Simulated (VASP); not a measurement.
Level of theory: HSE06 screened hybrid, VASP's PBE PAW potentials (set 64) (plane waves; VASP 6.6.1).

A VASP calculation is set up with these files.

### INCAR
```
! general
SYSTEM   = GeSi63
PREC     = Normal
ENCUT    = 400
LREAL    = Auto
LASPH    = .TRUE.   ! aspherical one-centre terms
ISYM     = 0

! electronic loop
EDIFF    = 1E-5   ! SCF stop (eV)
NELM     = 50   ! most electronic steps
NELMIN   = 4
ALGO     = Normal   ! blocked Davidson
LMAXMIX  = 4

! smearing
ISMEAR   = 0   ! Gaussian
SIGMA    = 0.05

! functional
GGA      = PE
LHFCALC  = .TRUE.
AEXX     = 0.25
HFSCREEN = 0.2
PRECFOCK = Fast

! ions
ISIF     = 0

! output
LWAVE    = .FALSE.
LCHARG   = .FALSE.
```

File KPOINTS:
```
Automatic mesh
0
Gamma
1 1 1
0 0 0
```

POSCAR:
```
GeSi63
1
   10.9370747000     0.0000000000     0.0000000000
    0.0000000000    10.9370747000     0.0000000000
    0.0000000000     0.0000000000    10.9370747000
Si Ge
63 1
Direct
  0.5000261631   0.0001406017   0.0002384426
  0.6249271555   0.1248518624   0.1250449112
  0.7500170398   0.2498974864   0.0002255989
  0.8751629131   0.3750242791   0.1249751558
  0.7500011927   0.9999939453   0.2501261602
  0.8752773536   0.1248680047   0.3750229406
  0.9999945526   0.9999781056   0.9999843550
  0.1250572859   0.1250582439   0.1250447822
  0.2501259455   0.2500590256   0.0001535687
  0.3751123117   0.3750526104   0.1252244419
  0.4999784456   0.4999459405   0.0001457849
  0.6250061751   0.6250147281   0.1250103314
  0.7500071665   0.7499955626   0.9999799278
  0.8749579333   0.8749890435   0.1250453264
  0.2501662923   0.0002442553   0.2501700631
  0.3751621746   0.1253234207   0.3751166207
  0.5002946618   0.2498462915   0.2498344518
  0.6271870298   0.3733324221   0.3734104440
  0.7505342503   0.5001400666   0.2496411021
  0.8750050225   0.6251304544   0.3751089296
  0.5000049710   0.0000370006   0.4999853784
  0.6249478133   0.1250444616   0.6249752631
  0.7505786225   0.2495248892   0.5000700701
  0.8751453941   0.3749611447   0.6250646829
  0.7499484083   0.0000175090   0.7499595690
  0.8749794020   0.1250415000   0.8749517674
  0.9998906940   0.4999812163   0.0003296262
  0.1247690780   0.6249396539   0.1249076319
  0.2499427312   0.7500804067   0.0002134601
  0.3750314154   0.8753628083   0.1249118695
  0.0001205221   0.2500975113   0.2500732787
  0.1251584597   0.3750907234   0.3750504567
  0.2496300930   0.5001403898   0.2496086552
  0.3729013357   0.6274422350   0.3729790053
  0.5001112243   0.7506398116   0.2494770095
  0.6250822391   0.8749512559   0.3751565931
  0.9998421039   0.9999515075   0.5000692228
  0.1247350102   0.1246781828   0.6249649902
  0.2494875891   0.2495705498   0.5002576069
  0.3722045942   0.3728443634   0.6280799368
  0.6272104859   0.6270726588   0.6278963232
  0.7503539783   0.7502962522   0.5003233607
  0.8750886708   0.8752247817   0.6249677871
  0.2500523809   0.0000383517   0.7500095957
  0.3750378419   0.1247549678   0.8753545557
  0.4999808162   0.2494348412   0.7507238838
  0.6250510128   0.3748978469   0.8752441287
  0.7508257761   0.4998015769   0.7509696038
  0.8753999406   0.6250197382   0.8753735559
  0.0000475308   0.7500458128   0.2500943958
  0.1248071081   0.8754262626   0.3750408966
  0.0000177230   0.4999837307   0.4999668304
  0.1248855687   0.6251092727   0.6249456688
  0.2494022727   0.7507080683   0.5000184448
  0.3750320914   0.8750608469   0.6250197305
  0.0001440892   0.2499718897   0.7500464274
  0.1245776159   0.3749767506   0.8756375373
  0.2489605711   0.5003402783   0.7511460627
  0.3749741508   0.6251778167   0.8752880443
  0.4999919123   0.7507540897   0.7508854718
  0.6250133813   0.8754436099   0.8753946364
  0.9999270253   0.7500740045   0.7499545710
  0.1250470327   0.8750085698   0.8749511049
  0.4994982566   0.5001585100   0.5008639697
```

POTCAR, in this order: Si Ge (PBE.64 set). Program: vasp_gam. Read from the step before: WAVECAR.

What VASP printed:

OSZICAR:
```
       N       E                     dE             d eps       ncg     rms          rms(c)
DAV:   1    -0.395892137467E+03   -0.39589E+03   -0.12946E+01   322   0.815E+00    0.194E+01
DAV:   2    -0.395991793789E+03   -0.99656E-01   -0.29957E-01   364   0.119E+00    0.127E+01
DAV:   3    -0.395978924376E+03    0.12869E-01   -0.10857E-02   347   0.195E-01    0.752E+00
DAV:   4    -0.395972752546E+03    0.61718E-02   -0.15983E-03   339   0.847E-02    0.434E+00
DAV:   5    -0.395970581922E+03    0.21706E-02   -0.55790E-04   339   0.504E-02    0.248E+00
DAV:   6    -0.395969833046E+03    0.74888E-03   -0.20883E-04   339   0.306E-02    0.141E+00
DAV:   7    -0.395969587007E+03    0.24604E-03   -0.76747E-05   339   0.183E-02    0.803E-01
DAV:   8    -0.395969505909E+03    0.81098E-04   -0.28061E-05   227   0.112E-02    0.456E-01
DAV:   9    -0.395969485400E+03    0.20508E-04   -0.11044E-05   179   0.723E-03    0.259E-01
DAV:  10    -0.395969481249E+03    0.41511E-05   -0.40437E-06   179   0.440E-03
   1 F= -.39596948E+03 E0= -.39596948E+03  d E =-.420118E-11
```

OUTCAR:
```
------------------------ aborting loop because EDIFF is reached ----------------------------------------
  volume of cell :     1308.29
      direct lattice vectors                 reciprocal lattice vectors
    10.937074700  0.000000000  0.000000000     0.091432127  0.000000000  0.000000000
     0.000000000 10.937074700  0.000000000     0.000000000  0.091432127  0.000000000
     0.000000000  0.000000000 10.937074700     0.000000000  0.000000000  0.091432127
 POSITION                                       TOTAL-FORCE (eV/Angst)
 -----------------------------------------------------------------------------------
      5.46882      0.00154      0.00261        -0.003207      0.001917      0.002020
      6.83487      1.36551      1.36763         0.010743     -0.000138     -0.000075
      8.20299      2.73315      0.00247         0.004049      0.000763     -0.010272
      9.57172      4.10167      1.36686        -0.003872     -0.004344      0.003294
      8.20282     10.93701      2.73565         0.007872     -0.000306     -0.004476
      9.57297      1.36569      4.10165        -0.001576     -0.004519     -0.000106
     10.93702     10.93684     10.93690         0.002132      0.006191      0.002156
      1.36776      1.36777      1.36762         0.001348     -0.002997      0.001353
      2.73565      2.73491      0.00168        -0.006317     -0.004714      0.001817
      4.10263      4.10198      1.36959        -0.001426     -0.001227     -0.006580
      5.46830      5.46795      0.00159         0.000277      0.004626     -0.001036
      6.83574      6.83583      1.36725         0.001535     -0.001483     -0.001116
      8.20288      8.20276     10.93686         0.002493      0.006366      0.007129
      9.56948      9.56982      1.36763         0.002841     -0.002972      0.003322
      2.73609      0.00267      2.73613        -0.012363     -0.000706     -0.008663
      4.10318      1.37067      4.10268        -0.001893     -0.012379      0.006935
      5.47176      2.73259      2.73246        -0.000863     -0.006245     -0.007083
      6.85959      4.08316      4.08402        -0.065334      0.041521      0.043757
      8.20865      5.47007      2.73034        -0.007093     -0.008638      0.003057
      9.57000      6.83710      4.10259         0.004283     -0.007857      0.003190
      5.46859      0.00040      5.46838         0.000644      0.001113      0.000946
      6.83510      1.36762      6.83540        -0.000146     -0.000656      0.002239
      8.20913      2.72907      5.46930        -0.003064      0.005884     -0.006012
      9.57153      4.10098      6.83638        -0.000775      0.002200      0.002107
      8.20224      0.00019      8.20236         0.003269      0.012344      0.007766
      9.56972      1.36759      9.56941        -0.000570     -0.000979      0.004016
     10.93588      5.46833      0.00361        -0.000574      0.003195      0.002517
      1.36461      6.83501      1.36612         0.002232      0.008567      0.003482
      2.73364      8.20369      0.00233        -0.001189      0.006846     -0.006382
      4.10175      9.57391      1.36617        -0.004295     -0.003866      0.000057
      0.00132      2.73534      2.73507         0.000242     -0.006448     -0.003445
      1.36887      4.10240      4.10195        -0.006170     -0.002486      0.005810
      2.73022      5.47007      2.72999         0.000161      0.007872      0.002672
      4.07845      6.86238      4.07930         0.054190     -0.064937      0.057078
      5.46975      8.20980      2.72855        -0.009306     -0.003731      0.005318
      6.83657      9.56941      4.10312        -0.003987      0.002769      0.000403
     10.93535     10.93654      5.46929         0.001758      0.005939     -0.004002
      1.36424      1.36361      6.83529         0.001511      0.000363      0.006065
      2.72866      2.72957      5.47135        -0.005179     -0.002811      0.000963
      4.07083      4.07783      6.86936         0.073286      0.060220     -0.078394
      6.85985      6.85834      6.86735        -0.057026     -0.050410     -0.065303
      8.20668      8.20605      5.47207         0.003520      0.008766     -0.004528
      9.57091      9.57240      6.83532         0.001386     -0.004562      0.009375
      2.73484      0.00042      8.20291        -0.002738     -0.002557      0.004175
      4.10182      1.36445      9.57382        -0.001125     -0.000687      0.002948
      5.46833      2.72809      8.21072        -0.004370     -0.000845      0.003866
      6.83623      4.10029      9.57261        -0.003055      0.002403     -0.000316
      8.21184      5.46637      8.21341        -0.003487      0.015521     -0.009040
      9.57431      6.83589      9.57403         0.003761      0.004619      0.008380
      0.00052      8.20331      2.73530        -0.002177      0.010179     -0.005063
      1.36502      9.57460      4.10185        -0.006925      0.001960     -0.001954
      0.00019      5.46836      5.46817        -0.001018      0.005235      0.002577
      1.36588      6.83687      6.83508         0.000910     -0.004400      0.005415
      2.72773      8.21055      5.46874        -0.000768      0.002027     -0.004821
      4.10175      9.57061      6.83589         0.004253     -0.000255      0.003364
      0.00158      2.73396      8.20331        -0.009735      0.000177      0.004736
      1.36251      4.10115      9.57691         0.000777      0.000844      0.002862
      2.72290      5.47226      8.21534         0.006589     -0.014998     -0.005790
      4.10112      6.83762      9.57309         0.002604     -0.008689      0.000218
      5.46845      8.21105      8.21249         0.007442      0.004014     -0.002505
      6.83582      9.57479      9.57426         0.004149      0.004056      0.010661
     10.93628      8.20362      8.20231         0.008764      0.002841      0.005554
      1.36765      9.57003      9.56941         0.000616     -0.005076      0.003461
      5.46305      5.47027      5.47799         0.011988     -0.004422     -0.010095
 -----------------------------------------------------------------------------------
    total drift:                               -0.040989     -0.020049      0.015726
  FREE ENERGIE OF THE ION-ELECTRON SYSTEM (eV)
  ---------------------------------------------------
  free  energy   TOTEN  =      -395.9694812490 eV

  energy  without entropy=     -395.9694812490  energy(sigma->0) =     -395.96948125

  exchange ACFDT corr.  =         0.00000000  see jH, gK, PRB 81, 115126
```
(Selected blocks of OUTCAR.)

The supercell is sampled at Γ alone, which is coarse: total energies, pressure and levels can be off, energies of defects by several tenths of an eV.

The cell is a supercell with a defect, built from Si (diamond): Ge_Si. The cell's shape comes from a PBE relaxation. The run is not spin-polarised, so no state with unpaired spins was tried.
